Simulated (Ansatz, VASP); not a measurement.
## Ag (Silver): VASP beside Ansatz

Aim: how closely do two programs agree when they are given the same cell, functional and k mesh? The cell is taken from a series of VASP runs on this material, whose earlier steps may have relaxed, scaled or displaced it; both programs get it as it stands.

Method: plane waves, with VASP 6.6.1 beside it; relaxation of cell and atoms at LDA, in Ansatz 0.2.0.

**1. The structure**

The structure is cubic, space group Fm-3m (No. 225). Conventional cell: a = 4.003 Å, b = 4.003 Å, c = 4.003 Å, α = 90.00°, β = 90.00°, γ = 90.00°. Ag has 12 Ag at 2.83 Å nearest.

As a file:

```
Ag
1.0
     0.00000    2.00138    2.00138
     2.00138    0.00000    2.00138
     2.00138    2.00138    0.00000
Ag
1
Direct
  0.00000 0.00000 0.00000
```

**2. VASP: relaxation of cell and atoms, LDA**

The relaxed volume is the usual yardstick between codes: its relative difference is about their pressure difference at one cell divided by the bulk modulus.

Lines of VASP's logs that name or quote its potential files are left out, and so is its time.

The input, INCAR:

```
SYSTEM = Ag
PREC = Accurate
ENCUT = 520
EDIFF = 1E-07
NELM = 100
ISMEAR = 1
SIGMA = 0.15
LREAL = .FALSE.
ALGO = Normal
GGA = CA
NBANDS = 11
LASPH = .TRUE.
LORBIT = 11
LWAVE = .FALSE.
LCHARG = .FALSE.
KPAR = 4
IBRION = 2
NSW = 50
ISIF = 3
EDIFFG = -0.005
```

The input, POSCAR:

```
Ag
1.0
    0.0000000000      2.0013773783      2.0013773783
    2.0013773783      0.0000000000      2.0013773783
    2.0013773783      2.0013773783      0.0000000000
Ag
1
Direct
    0.0000000000      0.0000000000      0.0000000000
```

The input, KPOINTS:

```
Automatic mesh
0
Gamma
20 20 20
0 0 0
```

Potentials, in the order of the species: Ag (LDA family, release 64).

The run is started by

```sh
> mpirun -np 4 vasp_std
```

Numbers of over 12 decimals in the logs are rounded to 6 here.

The program printed:

```text
[banner, memory and clock lines left out]
running    4 mpi-ranks, on    1 nodes
 distrk:  each k-point on    1 cores,    4 groups
 distr:  one band on    1 cores,    1 groups

 POSCAR found type information on POSCAR Ag
 POSCAR found :  1 types and       1 ions
 LDA part: xc-table for (Slater(with rela. corr.)+CA(PZ))
 , standard interpolation
 POSCAR, INCAR and KPOINTS ok, starting setup
 FFT: planning ... GRIDC
 FFT: planning ... GRID_SOFT
 FFT: planning ... GRID
 WAVECAR not read
 entering main loop
       N       E                     dE             d eps       ncg     rms          rms(c)
DAV:   1     0.493432332948E+02    0.49343E+02   -0.55825E+03  5712   0.908E+02
DAV:   2    -0.339809635636E+01   -0.52741E+02   -0.49715E+02  6289   0.201E+02
DAV:   3    -0.411270764175E+01   -0.71461E+00   -0.71425E+00  6427   0.255E+01
DAV:   4    -0.411477879813E+01   -0.20712E-02   -0.20711E-02  6151   0.141E+00
DAV:   5    -0.411479484028E+01   -0.16042E-04   -0.16043E-04  6424   0.112E-01    0.647E+00
DAV:   6    -0.380256400769E+01    0.31223E+00   -0.12801E+00  5998   0.107E+01    0.396E+00
DAV:   7    -0.378924919223E+01    0.13315E-01   -0.11568E-02  6322   0.103E+00    0.215E+00
DAV:   8    -0.378414542812E+01    0.51038E-02   -0.94606E-04  6109   0.274E-01    0.815E-02
DAV:   9    -0.378415813037E+01   -0.12702E-04   -0.70749E-06  6295   0.203E-02    0.146E-02
DAV:  10    -0.378415751822E+01    0.61215E-06   -0.18925E-06  6222   0.111E-02    0.327E-03
DAV:  11    -0.378415749875E+01    0.19465E-07   -0.36992E-08  3827   0.167E-03
   1 F= -.37841575E+01 E0= -.37841937E+01  d E =-.378416E+01
 curvature:   0.00 expect dE= 0.000E+00 dE for cont linesearch  0.000E+00
 trial: gam= 0.00000 g(F)=  0.352E-63 g(S)=  0.104E-05 ort = 0.000E+00 (trialstep = 0.100E+01)
 search vector abs. value=  0.104E-05
 reached required accuracy - stopping structural energy minimisation
```

From OUTCAR (step 2):

```text
ion  position               nearest neighbor table
   1  0.000  0.000  0.000-

  LATTYP: Found a face centered cubic cell.
 ALAT       =     4.0027547566

 Subroutine GETGRP returns: Found 48 space group operations
 (whereof 48 operations were pure point group operations)

The static configuration has the point symmetry O_h .

 Found    256 irreducible k-points:

   k-points           NKPTS =    256   k-points in BZ     NKDIM =    256   number of bands    NBANDS=     11

   dimension x,y,z NGX =    24 NGY =   24 NGZ =   24
   dimension x,y,z NGXF=    48 NGYF=   48 NGZF=   48

   ENCUT  =  520.0 eV  38.22 Ry    6.18 a.u.   5.26  5.26  5.26*2*pi/ulx,y,z

   NELECT =      11.0000    total number of electrons

 k-points in reciprocal lattice and weights: Automatic mesh
   0.00000000  0.00000000  0.00000000       0.000
   0.05000000  0.00000000  0.00000000       0.001
   0.10000000  0.00000000  0.00000000       0.001
   0.15000000  0.00000000  0.00000000       0.001
   0.20000000  0.00000000  0.00000000       0.001
   0.25000000  0.00000000  0.00000000       0.001
   0.30000000  0.00000000  0.00000000       0.001
   0.35000000  0.00000000  0.00000000       0.001
   0.40000000  0.00000000  0.00000000       0.001
[...]
-0.30000000  0.50000000  0.20000000       0.002
  -0.25000000  0.50000000  0.25000000       0.001

 average (electrostatic) potential at core
       1 -70.4339

 E-fermi :   9.0445

 k-point     1 :       0.0000    0.0000    0.0000
  band No.  band energies     occupation
    ...
      2       4.0372      2.00000
      3       4.0372      2.00000
      4       4.0372      2.00000
      5       5.2124      2.00000
      6       5.2124      2.00000
      7      25.1780      0.00000
      8      29.0511      0.00000
      9      29.0511      0.00000
     10      29.0511      0.00000
     11      34.2274      0.00000

 k-point     2 :       0.0500    0.0000    0.0000
  band No.  band energies     occupation
    ...
      2       4.0158      2.00000
      3       4.0618      2.00000
      4       4.0618      2.00000
      5       5.2024      2.00000
      6       5.2024      2.00000
      7      25.2179      0.00000
      8      28.3678      0.00000
      9      29.1025      0.00000
     10      29.1025      0.00000
     11      34.4531      0.00000

 k-point     3 :       0.1000    0.0000    0.0000
  band No.  band energies     occupation
    ...
      2       3.9622      2.00000
      3       4.1278      2.00000
      4       4.1278      2.00000
      5       5.1801      2.00000
      6       5.1801      2.00000
      7      25.1981      0.00000
      8      27.0186      0.00000
      9      29.2407      0.00000
     10      29.2407      0.00000
     11      33.7173      0.00000

  Total        0.0026833      0.0026833      0.0026833     -0.0000000      0.0000000      0.0000000
  in kB        0.2681440      0.2681440      0.2681440     -0.0000000      0.0000000      0.0000000
  external PRESSURE =       0.2681440 kB  Pullay stress =       0.0000000 kB

  energy-cutoff  :      520.00
  volume of cell :       16.03
      direct lattice vectors                 reciprocal lattice vectors
     0.000000000  2.001377378  2.001377378    -0.249827946  0.249827946  0.249827946
     2.001377378  0.000000000  2.001377378     0.249827946 -0.249827946  0.249827946
     2.001377378  2.001377378  0.000000000     0.249827946  0.249827946 -0.249827946

 POSITION                                       TOTAL-FORCE (eV/Angst)
 -----------------------------------------------------------------------------------
      0.00000      0.00000      0.00000         0.000000      0.000000      0.000000
 -----------------------------------------------------------------------------------
    total drift:                               -0.000000      0.000000     -0.000000

  FREE ENERGIE OF THE ION-ELECTRON SYSTEM (eV)
  ---------------------------------------------------
  free  energy   TOTEN  =        -3.7841574988 eV

  energy  without entropy=       -3.7842661552  energy(sigma->0) =       -3.78419372

 reached required accuracy - stopping structural energy minimisation

 total charge
# of ion       s       p       d       tot
------------------------------------------
    1        0.446   0.345   9.150   9.942

[... 3 further parts left out ...]
```

CONTCAR:

```
Ag
   1.00000000000000
     0.0000000000000000    2.0013773783000000    2.0013773783000000
     2.0013773783000000    0.0000000000000000    2.0013773783000000
     2.0013773783000000    2.0013773783000000    0.0000000000000000
  Ag
     1
Direct
     0.0000000000000000    0.0000000000000000    0.0000000000000000
```

**3. Ansatz: relaxation of cell and atoms, LDA**

Ansatz runs on its default PAW (the set named soft_2) files.

The same cell, functional (in two slightly different forms), mesh and smearing now go to Ansatz, which takes its cutoff from its data sets.

The input, input.yaml:

```yaml
crystal:
  lattice:
    - [0.0, 2.0013773783, 2.0013773783]
    - [2.0013773783, 0.0, 2.0013773783]
    - [2.0013773783, 2.0013773783, 0.0]
  atoms:
    - { symbol: Ag, position: [0.0, 0.0, 0.0] }
hamiltonian:
  xc: lda
  pseudopotentials: { kind: paw }
kpoints:
  mp_grid: { grid: [20, 20, 20] }
scf:
  occupations: { method: methfessel_paxton, width: 0.15 }
relax:
  f_tol: 0.01
  max_steps: 60
  cell: { stress_tol: 0.05 }
output:
  forces: true
  stress: true
```

The run is started by

```sh
> ansatz run input.yaml --threads 4 --pin off --max-ram 9216MiB --backend cpu --events-out ev --progress --plain --runs-dir out
```

The program printed:

```text
Engine: ansatz 0.2.0, x86_64-unknown-linux-gnu
Pseudopotentials: kind: paw
Pseudopotential: Ag, paw, valence charge 19, recommended cutoff 420 eV (normal), Ag.paw.azcp
Functional definition: SPW92
  exchange = slater_x
  correlation = pw_c
Crystal: 1 atoms, lattice volume = 16.033 Å³
Basis set: ecut = 420 eV, 331 PW (Γ)
Bands: 14, of which v1, the nominal top of the filled ones, is band 10 counted from 1 (9 counted from 0)
Symmetry: 48 space group operations
Space group: Fm-3m (ITA 225), of the structure as read, at distance tolerance 2.5e-5 Å
k-points: 256 of 8000
Non-local potential: Ag, projectors of the file, l = 0: 3, l = 1: 2, l = 2: 2, l = 3: 1
PAW form: soft (Blöchl's): semilocal exchange-correlation on the pseudo side does not see the compensation charge
PAW frozen core: Ag, regenerated for the run's functional, and the local potential with it (the file was generated under x = pbe(κ = 0.804, μ = 0.219515), c = pbe(β = 0.066725))
PAW one-centre angular grid: Ag, 590 points (default); XC on 64 Gauss nodes
Initial density: superposition of atomic densities (neutral atoms: chi_scale 0, normalization atom), corrected by the library's trained network
Initial wavefunctions: pseudopotential atomic-orbital guess
Functional: x = slater, c = lda
SCF iter   1: F=—  HF=-7458.162984 eV  |F-HF|=—  |Δ(HF+E_count)|=         —  Δρ=1.38e-2  dr2=2.51e-2  ethr=1.77e-3  ⟨swp⟩=4.4  Hψ=17457  notcnv=0
preconditioner: auto → none  [metal: Δε(μ)=0.064 eV  Ē_g=16.697 eV  σ=0.150 eV  W_gap=0.33  n_scr=8 (ndim 8)  ℏωp=30.8 eV  f_vac=0.000  D(μ)=0.22/eV (n_scr^D=0)  sad-step TF]
SCF iter   2: F=—  HF=-7458.155508 eV  |F-HF|=—  |Δ(HF+E_count)|=   7.48e-3  S|Δr|=    0.00e0  Δρ=4.56e-3  dr2=2.12e-3  ethr=1.32e-4  ⟨swp⟩=1.4  Hψ=6000  notcnv=0
SCF iter   3: F=—  HF=-7458.154817 eV  |F-HF|=—  |Δ(HF+E_count)|=   6.92e-4  S|Δr|=    0.00e0  Δρ=1.34e-3  dr2=6.76e-5  ethr=1.12e-5  ⟨swp⟩=2.3  Hψ=4717  notcnv=0
SCF iter   4: F=—  HF=-7458.154813 eV  |F-HF|=—  |Δ(HF+E_count)|=   3.66e-6  S|Δr|=    0.00e0  Δρ=1.66e-4  dr2=9.13e-7  ethr=3.56e-7  ⟨swp⟩=2.0  Hψ=5863  notcnv=0
SCF iter   5: F=-7458.154813 eV  HF=-7458.154813 eV  |F-HF|=1.52e-8  |Δ(HF+E_count)|=   4.65e-7  S|Δr|=    0.00e0  Δρ=1.43e-5  dr2=2.34e-8  ethr=5.26e-10  ⟨swp⟩=4.0  Hψ=11558  notcnv=0
SCF 1 converged in 5 iterations: F = -7458.154813 eV  dr2 = 2.34e-8
  greatest PAW one-centre occupation: 1.002 electrons in one spin orbital (limit 2), on the Ag atom at site 0 (counted from 0), in its partial waves of l = 0
relax step   1: F+E_penalty+E_count = -7458.15481331 eV  Δ(F+E_penalty+E_count) = +0.000e0 eV  max|allowed force component| = 0.000e0 eV/Å  Δτ_max = 0.0000 Å  P = -0.120 GPa  Ω = 16.033 Å³  (5 SCF iters, dr2 threshold 1.00e-7 eV, accepted)
[...]
relax step   2: F+E_penalty+E_count = -7458.15481882 eV  Δ(F+E_penalty+E_count) = -5.514e-6 eV  max|allowed force component| = 0.000e0 eV/Å  Δτ_max = 0.0000 Å  P = +0.093 GPa  Ω = 16.008 Å³  energy of the carried Pulay correction = +3.378e-6 eV  (4 SCF iters, dr2 threshold 3.61e-8 eV, accepted)
[...]
relax step   3: F+E_penalty+E_count = -7458.15482045 eV  Δ(F+E_penalty+E_count) = -1.630e-6 eV  max|allowed force component| = 0.000e0 eV/Å  Δτ_max = 0.0000 Å  P = +0.000 GPa  Ω = 16.019 Å³  energy of the carried Pulay correction = +1.906e-6 eV  (3 SCF iters, dr2 threshold 2.16e-8 eV, accepted)
[...]
relax step   4: F+E_penalty+E_count = -7458.15481795 eV  Δ(F+E_penalty+E_count) = +2.495e-6 eV  max|allowed force component| = 0.000e0 eV/Å  Δτ_max = 0.0000 Å  P = +0.000 GPa  Ω = 16.019 Å³  stress off target by 1.81e-4 GPa  SCF on the basis re-selected at this cell (its energy is not comparable with the rows above)  (4 SCF iters)
basis re-selected at this cell: Δ(F+E_penalty+E_count) = +2.495e-6 eV, ΔP = +0.000 GPa vs the last step (what re-selecting the basis moved, of the pressure what is left beyond the Pulay correction that the steps carried, after the strain that the cell walked since its last selection, with what the two solves' SCF thresholds leave and, on support functions, any second-order correction that the steps lacked; it is no measure of the basis error at this ecutwfc). This SCF's stress stands 1.81e-4 GPa from its target on what of the cell is left free (relax.cell.stress_tol is 5.00e-2 GPa) and its largest allowed force component is 0.00e0 eV/Å (relax.f_tol is 1.00e-2 eV/Å): [rest of the remark cut]
SCF converged after 4 iterations
Stability not checked: this state was not tested for a lower state beside it, because cold or Methfessel-Paxton smearing, or corrected tetrahedra, fill the levels in a way that the test cannot read (fill_not_monotonic; see scf.lower_state_search)
Free energy (F): -7458.154818 eV
Harris-Foulkes:  -7458.154818 eV  (|F-HF|=1.82e-12)
Internal energy: -7458.154919 eV  (E = F + TS)
E sigma→0 (E₀):  -7458.154843 eV
Entropy (-TS):   0.000101 eV (0.101 meV/atom)
Fermi energy:    18.409235 eV
--- Per-component energies (eV) ---
  E_band       = -215.887550
  E_kinetic    = 528.354959
  E_local      = -2099.931954  (includes V_loc(G=0)·N_el)
  E_nonlocal   = 86.193083
  E_hartree    = 958.869151
  E_xc         = -184.328851
  E_vxc        = -235.453050  (∫ρ·V_xc dr)
  E_paw        = -3770.055301  (= ΣΔE_a)
  E_vpaw       = -412.789288  (= ΣTr[D̂ρ^β])
  E_aug_tail   = 0.000244  (compensation charges beyond the density's cutoff)
  E_ewald      = -2977.981057
  E_core_change = 0.724807  (= ΣΔE_core)
  E_smearing   = 0.000101  (= −TS)
  E_closure    = 0.000000  (closes the sum)
  Σ components = -7458.154818   (vs F -7458.154818, Δ=0.00e0)
--- Forces (eV/Å), atoms counted from 1 ---
  atom   1  Ag    -0.00000000    -0.00000000     0.00000000
  max |Σ_I F_I| component: 1.73e-31 eV/Å
--- Stress (GPa, compression-positive) ---
        0.000181      -0.000000       0.000000
       -0.000000       0.000181      -0.000000
        0.000000      -0.000000       0.000181
  P = ⅓ Tr σ = 0.0002 GPa (0.002 kbar)
--- Relaxed structure (3 steps of the walk, 3 accepted, 1 SCFs on fresh bases) ---
  F+E_penalty+E_count = -7458.15481795 eV   max|allowed force component| = 0.000e0 eV/Å   (the final SCF, on the basis selected at the relaxed cell)
  cell:  # Å, volume = 16.0192 Å³
    - [0, 2.000799, 2.000799]
    - [2.000799, 0, 2.000799]
    - [2.000799, 2.000799, 0]
  atoms:
    - { symbol: Ag, position: [0.0, 0.0, 0.0] }
```

Elapsed: 2.2 s, on 4 threads of Intel Xeon at 2.60GHz (Ice Lake), shared host; peak memory 0.41 GiB; 7.2 s of CPU time.

**4. Differences**

Known differences besides the potentials themselves: the two LDA forms differ slightly; both relaxations stop at a tolerance, which leaves soft axes loose, and VASP keeps its plane-wave basis; the data sets hold 19 valence electrons in Ansatz (default PAW (the set named soft_2) files) and 11 in VASP; the cutoff is 420 eV in Ansatz and 520 eV in VASP; VASP's log shows a relativistic correction to its local exchange, Ansatz's none; Ansatz adds a Pulay correction to the stress that steers its cell, VASP none. Total energies have different zeros and are not compared.

The two programs side by side:

| quantity | Ansatz | VASP | difference |
| --- | --- | --- | --- |
| volume (Å³) | 16.02 | 16.03 | -0.09 % |
| edge a after relaxation, in the typed setting (Å) | 2.830 | 2.830 | -0.03 % |

The walks stopped with 0.00 GPa left in Ansatz and 0.03 GPa in VASP; each walk ends within a tolerance, so the volume difference is uncertain by about these residues over the bulk modulus, most in soft cells.

**5. What came out**

- difference in volume (relaxation of cell and atoms, LDA): -0.087 %

The difference in volume is -0.087 % (relaxation of cell and atoms, LDA), within the 1.2 % picked in this series as the mark of a large difference, as far as the stopping tolerances let one tell. Such differences can come from data sets, numerical settings and the points named under the comparisons, not from the functional's error against experiment.

[Lines on the potential files, build, host, timing and source positions are cut from VASP's logs without a mark.]

[Logs are printed without paths, hosts, clocks, repeated set-up lines and the standing remarks that a program may print on its own settings, such as how far it seeks lower states.]

[Hosts, paths, dates, database ids (printed as entryN), source tags and the programs' standing remarks are cut or masked in the printed files.]
